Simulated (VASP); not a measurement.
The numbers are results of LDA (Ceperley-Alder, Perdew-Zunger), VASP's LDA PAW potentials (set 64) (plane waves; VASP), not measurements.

The input files of a VASP run:

**KPOINTS**
```
Automatic mesh
0
Gamma
 5 5 1
```

### INCAR
```
! general
SYSTEM =GeBr2
PREC   =Accurate
ENCUT  =300
LREAL  =.FALSE.
LASPH  =.TRUE.

! electronic loop
EDIFF  =1E-6
NELM   =100
ALGO   =Normal
LMAXMIX=4

! smearing
ISMEAR =-1
SIGMA  =0.1

! ions
ISIF   =2

! output
LWAVE  =.FALSE.
LCHARG =.FALSE.
```

### POSCAR
```
GeBr2
1
    3.4208670000     0.0000000000     0.0000000000
   -1.7104330000     2.9625580000     0.0000000000
    0.0000000000     0.0000000000    13.3057760000
Ge Br
2 4
Direct
  0.3333330000   0.6666670000   0.2500000000
  0.6666670000   0.3333330000   0.7500000000
  0.3333330000   0.6666670000   0.6275000000
  0.6666670000   0.3333330000   0.1275000000
  0.6666670000   0.3333330000   0.3725000000
  0.3333330000   0.6666670000   0.8725000000
```

POTCAR, in this order: Ge_d Br (LDA.64 set). Program: vasp_std.

The resulting files:

File OSZICAR:
```
       N       E                     dE             d eps       ncg     rms          rms(c)
DAV:   1     0.476048040096E+03    0.47605E+03   -0.20037E+04   411   0.227E+03
DAV:   2     0.561816299175E+02   -0.41987E+03   -0.41208E+03   354   0.619E+02
DAV:   3    -0.161852923141E+02   -0.72367E+02   -0.70882E+02   392   0.163E+02
DAV:   4    -0.196706065899E+02   -0.34853E+01   -0.34730E+01   380   0.428E+01
DAV:   5    -0.197590979076E+02   -0.88491E-01   -0.88440E-01   426   0.624E+00    0.137E+01
DAV:   6    -0.195632478194E+02    0.19585E+00   -0.28692E-01   458   0.307E+00    0.835E+00
DAV:   7    -0.195335921967E+02    0.29656E-01   -0.24597E-01   382   0.220E+00    0.659E-01
DAV:   8    -0.195266759701E+02    0.69162E-02   -0.31608E-02   420   0.919E-01    0.328E-01
DAV:   9    -0.195267150860E+02   -0.39116E-04   -0.32388E-03   395   0.236E-01    0.163E-01
DAV:  10    -0.195266944557E+02    0.20630E-04   -0.20919E-04   468   0.113E-01    0.417E-02
DAV:  11    -0.195266920504E+02    0.24052E-05   -0.37323E-05   395   0.381E-02    0.146E-02
DAV:  12    -0.195266918929E+02    0.15752E-06   -0.39516E-06   337   0.216E-02
   1 F= -.19526692E+02 E0= -.19525586E+02  d E =-.221156E-02
```

### OUTCAR
```
------------------------ aborting loop because EDIFF is reached ----------------------------------------
  FORCE on cell =-STRESS in cart. coord.  units (eV):
  Direction    XX          YY          ZZ          XY          YZ          ZX
  --------------------------------------------------------------------------------------
  Total       14.4759558     14.4759585     15.8405376      0.0000024      0.0000000      0.0000000
  in kB      171.9945049    171.9945368    188.2076364      0.0000290      0.0000000      0.0000000
  external PRESSURE =     177.3988927 kB  Pullay stress =       0.0000000 kB
  volume of cell :      134.85
      direct lattice vectors                 reciprocal lattice vectors
     3.420867000  0.000000000  0.000000000     0.292323554  0.168773018  0.000000000
    -1.710433000  2.962558000  0.000000000     0.000000000  0.337546134  0.000000000
     0.000000000  0.000000000 13.305776000     0.000000000  0.000000000  0.075155331
 POSITION                                       TOTAL-FORCE (eV/Angst)
 -----------------------------------------------------------------------------------
     -0.00000      1.97504      3.32644        -0.000000      0.000000      0.000000
      1.71044      0.98752      9.97933         0.000000     -0.000000      0.000000
     -0.00000      1.97504      8.34937        -0.000000     -0.000000     -2.532027
      1.71044      0.98752      1.69649        -0.000000      0.000000     -2.532027
      1.71044      0.98752      4.95640         0.000000      0.000000      2.532027
     -0.00000      1.97504     11.60929         0.000000     -0.000000      2.532027
 -----------------------------------------------------------------------------------
    total drift:                               -0.000985      0.000360      0.000017
  FREE ENERGIE OF THE ION-ELECTRON SYSTEM (eV)
  ---------------------------------------------------
  free  energy   TOTEN  =       -19.5266918929 eV

  energy  without entropy=      -19.5244803334  energy(sigma->0) =      -19.52558611
```
(Selected blocks of OUTCAR.)

### OUTCAR
```
 val. band max:        4.5338448764   @ k =   0.2000   0.0000   0.0000

 cond. band min:       5.7367726028   @ k =   0.4000   0.0000   0.0000


 Fermi energy:         5.1388245803

 k-point     1 :       0.0000    0.0000    0.0000
  band No.  band energies     occupation
      1     -20.2912      2.00000
      2     -20.2912      2.00000
      3     -20.2909      2.00000
      4     -20.2909      2.00000
      5     -20.2743      2.00000
      6     -20.2741      2.00000
      7     -20.2703      2.00000
      8     -20.2703      2.00000
      9     -20.2703      2.00000
     10     -20.2703      2.00000
     11     -12.9503      2.00000
     12     -12.8625      2.00000
     13     -11.8852      2.00000
     14     -11.7375      2.00000
     15      -4.6694      2.00000
     16      -4.2296      2.00000
     17      -0.1328      2.00000
     18       1.1631      2.00000
     19       2.1681      2.00000
     20       2.1681      2.00000
     21       2.2190      2.00000
     22       2.2190      2.00000
     23       2.9311      2.00000
     24       2.9312      2.00000
     25       2.9985      2.00000
     26       2.9986      2.00000
     27       3.2322      2.00000
     28       4.3875      1.99891
     29       7.5109      0.00000
     30       8.0730      0.00000
     31       8.0955      0.00000
     32       8.0975      0.00000
     33       8.1194      0.00000

 k-point     2 :       0.2000    0.0000    0.0000
  band No.  band energies     occupation
      1     -20.2950      2.00000
      2     -20.2945      2.00000
      3     -20.2810      2.00000
      4     -20.2804      2.00000
      5     -20.2800      2.00000
      6     -20.2796      2.00000
      7     -20.2721      2.00000
      8     -20.2718      2.00000
      9     -20.2673      2.00000
     10     -20.2670      2.00000
     11     -12.5398      2.00000
     12     -12.4570      2.00000
     13     -11.5510      2.00000
     14     -11.4185      2.00000
     15      -4.4420      2.00000
...
```

At this cut-off the stress carries a Pulay error, which pulls relaxed volumes low.

The structure was generated: GeBr2 was put into an ordered model structure, which need not be its known phase. The cell was not relaxed at this level. The k-mesh is coarse (spacing up to 0.47 per Å, 2π included), so the numbers may not be converged in it. The run is one of a series of settings (GGA removed, POTCAR Ge_d Br (LDA.64 set) against the base run), some of them coarse on purpose.
